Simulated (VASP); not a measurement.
These are revPBE GGA, VASP's PBE PAW potentials (set 64) (plane waves; VASP 6.6.1) values and carry that method's errors.

VASP ran on this input.

File KPOINTS:
```
Automatic mesh
0
Gamma
10 10 3
0 0 0
```

**INCAR**
```
# general
SYSTEM   =  La
PREC     =  Accurate
ENCUT    =  520
LREAL    =  .FALSE.   # projection in real space or not
LASPH    =  .TRUE.   # aspherical one-centre terms

# electronic loop
EDIFF    =  1E-7   # SCF stop (eV)
NELM     =  100
ALGO     =  Normal   # blocked Davidson
LMAXMIX  =  6   # l cut-off of mixed one-centre charges

# smearing
ISMEAR   =  -5

# functional
GGA      =  RE   # revPBE

# ions
ISIF     =  2

# output
LWAVE    =  .FALSE.
LCHARG   =  .TRUE.
LORBIT   =  11
NEDOS    =  601

# other
LEFG     =  .TRUE.
```

### POSCAR
```
La
1
    1.9014818118    -3.2934633415     0.0000000000
    1.9014818118     3.2934633415     0.0000000000
   -0.0000000000     0.0000000000    12.3096460453
La
4
Direct
  1.0000000000   0.0000000000   0.5000000000
  1.0000000000   0.0000000000   1.0000000000
  0.3333330000   0.6666670000   0.2500000000
  0.6666670000   0.3333330000   0.7500000000
```

POTCAR, in this order: La (PBE.64 set). Program: vasp_std.

Output

File OSZICAR:
```
       N       E                     dE             d eps       ncg     rms          rms(c)
DAV:   1     0.574791675823E+03    0.57479E+03   -0.14954E+04  1456   0.229E+03
DAV:   2     0.121352954857E+03   -0.45344E+03   -0.44785E+03  2240   0.441E+02
DAV:   3    -0.173801292824E+01   -0.12309E+03   -0.12227E+03  2668   0.272E+02
DAV:   4    -0.161687328841E+02   -0.14431E+02   -0.14281E+02  2680   0.957E+01
DAV:   5    -0.180775068458E+02   -0.19088E+01   -0.18535E+01  2840   0.331E+01    0.474E+00
DAV:   6    -0.183269970441E+02   -0.24949E+00   -0.24483E+00  2832   0.115E+01    0.247E+00
DAV:   7    -0.184056429532E+02   -0.78646E-01   -0.49755E-01  2720   0.537E+00    0.774E-01
DAV:   8    -0.184266533147E+02   -0.21010E-01   -0.70397E-02  2848   0.196E+00    0.553E-01
DAV:   9    -0.184315780814E+02   -0.49248E-02   -0.83992E-03  2816   0.552E-01    0.496E-01
DAV:  10    -0.184364544063E+02   -0.48763E-02   -0.13063E-02  2224   0.138E+00    0.278E-01
DAV:  11    -0.184354746615E+02    0.97974E-03   -0.25400E-03  2488   0.552E-01    0.126E-01
DAV:  12    -0.184352208790E+02    0.25378E-03   -0.10782E-03  2512   0.310E-01    0.182E-02
DAV:  13    -0.184352539925E+02   -0.33113E-04   -0.15284E-04  2688   0.125E-01    0.175E-02
DAV:  14    -0.184352553812E+02   -0.13887E-05   -0.73757E-05  2616   0.772E-02    0.154E-02
DAV:  15    -0.184352483222E+02    0.70590E-05   -0.16446E-05  2632   0.482E-02    0.178E-03
DAV:  16    -0.184352491184E+02   -0.79618E-06   -0.84386E-07  2232   0.963E-03    0.261E-03
DAV:  17    -0.184352483802E+02    0.73822E-06   -0.45003E-07  1752   0.105E-02    0.143E-03
DAV:  18    -0.184352482767E+02    0.10344E-06    0.10591E-08  1328   0.609E-03    0.857E-04
DAV:  19    -0.184352484850E+02   -0.20824E-06   -0.10234E-08  1192   0.449E-03    0.205E-04
DAV:  20    -0.184352485632E+02   -0.78252E-07   -0.15186E-08  1104   0.384E-03
   1 F= -.18435249E+02 E0= -.18435249E+02  d E =0.000000E+00
```

OUTCAR:
```
------------------------ aborting loop because EDIFF is reached ----------------------------------------
  FORCE on cell =-STRESS in cart. coord.  units (eV):
  Direction    XX          YY          ZZ          XY          YZ          ZX
  --------------------------------------------------------------------------------------
  Total        0.3475523      0.3475523     -0.2960917      0.0000000      0.0000000      0.0000000
  in kB        3.6116872      3.6116877     -3.0769206      0.0000000      0.0000000      0.0000000
  external PRESSURE =       1.3821515 kB  Pullay stress =       0.0000000 kB
  volume of cell :      154.18
      direct lattice vectors                 reciprocal lattice vectors
     1.901481812 -3.293463341  0.000000000     0.262952818 -0.151815869  0.000000000
     1.901481812  3.293463341  0.000000000     0.262952818  0.151815869  0.000000000
     0.000000000  0.000000000 12.309646045     0.000000000  0.000000000  0.081237104
 POSITION                                       TOTAL-FORCE (eV/Angst)
 -----------------------------------------------------------------------------------
      0.00000      0.00000      6.15482         0.000000      0.000000     -0.000000
      0.00000      0.00000      0.00000         0.000000      0.000000     -0.000000
      1.90148      1.09782      3.07741         0.000000     -0.000000      0.000000
      1.90148     -1.09782      9.23223        -0.000000      0.000000      0.000000
 -----------------------------------------------------------------------------------
    total drift:                                0.000000      0.000000      0.000000
  FREE ENERGIE OF THE ION-ELECTRON SYSTEM (eV)
  ---------------------------------------------------
  free  energy   TOTEN  =       -18.4352485632 eV

  energy  without entropy=      -18.4352485632  energy(sigma->0) =      -18.43524856

 total charge

# of ion       s       p       d       f       tot
--------------------------------------------------
    1        2.056   5.570   0.861   0.080   8.566
    2        2.056   5.570   0.861   0.080   8.566
    3        2.057   5.575   0.856   0.073   8.561
    4        2.057   5.575   0.856   0.073   8.561
--------------------------------------------------
tot          8.226  22.289   3.433   0.306  34.254

 Electric field gradients after diagonalization (V/A^2)
 (convention: |V_zz| > |V_xx| > |V_yy|)
----------------------------------------------------------------------
 ion       V_xx      V_yy      V_zz     asymmetry (V_yy - V_xx)/ V_zz
----------------------------------------------------------------------
   1      -5.121    -5.119    10.239       0.000
   2      -5.121    -5.119    10.239       0.000
   3      -8.805    -8.803    17.608       0.000
   4      -8.805    -8.803    17.608       0.000
```
(Selected blocks of OUTCAR.)

File OUTCAR:
```
 val. band max:        7.6017969259   @ k =   0.1000   0.1000   0.3333

 cond. band min:       7.5994176326   @ k =   0.2000   0.1000   0.0000


 Fermi energy:         7.6249968710

 k-point     1 :       0.0000    0.0000    0.0000
  band No.  band energies     occupation
      1     -25.3637      2.00000
      2     -25.2852      2.00000
      3     -25.2705      2.00000
      4     -25.1894      2.00000
      5      -9.6881      2.00000
      6      -9.1026      2.00000
      7      -9.0963      2.00000
      8      -8.6195      2.00000
      9      -8.6195      2.00000
     10      -8.5496      2.00000
     11      -8.5496      2.00000
     12      -8.5242      2.00000
     13      -8.5242      2.00000
     14      -8.4523      2.00000
     15      -8.4523      2.00000
     16      -8.4374      2.00000
     17       4.3954      2.00000
     18       5.6682      2.00000
     19       5.6898      2.00000
     20       5.8945      2.00000
     21       8.0481      0.00000
     22       8.1676      0.00000
     23       8.8205      0.00000
     24       8.8425      0.00000
     25       8.8451      0.00000
     26       8.9287      0.00000

 k-point     2 :       0.1000   -0.0000    0.0000
  band No.  band energies     occupation
      1     -25.3500      2.00000
      2     -25.2750      2.00000
      3     -25.2603      2.00000
      4     -25.1830      2.00000
      5      -9.6507      2.00000
      6      -9.1145      2.00000
      7      -9.1097      2.00000
      8      -8.7125      2.00000
      9      -8.6490      2.00000
     10      -8.6152      2.00000
     11      -8.5958      2.00000
     12      -8.5708      2.00000
     13      -8.5462      2.00000
     14      -8.5454      2.00000
     15      -8.4648      2.00000
     16      -8.4524      2.00000
     17       4.6433      2.00000
     18       5.8935      2.00000
     19       5.9121      2.00000
     20       6.1269      2.00000
     21       7.7884      0.11262
     22       8.0023      0.00000
...
```

For a metal the tetrahedron method with Blöchl corrections gives inexact stress and forces.

The compound is La in the dhcp structure. It was relaxed first.
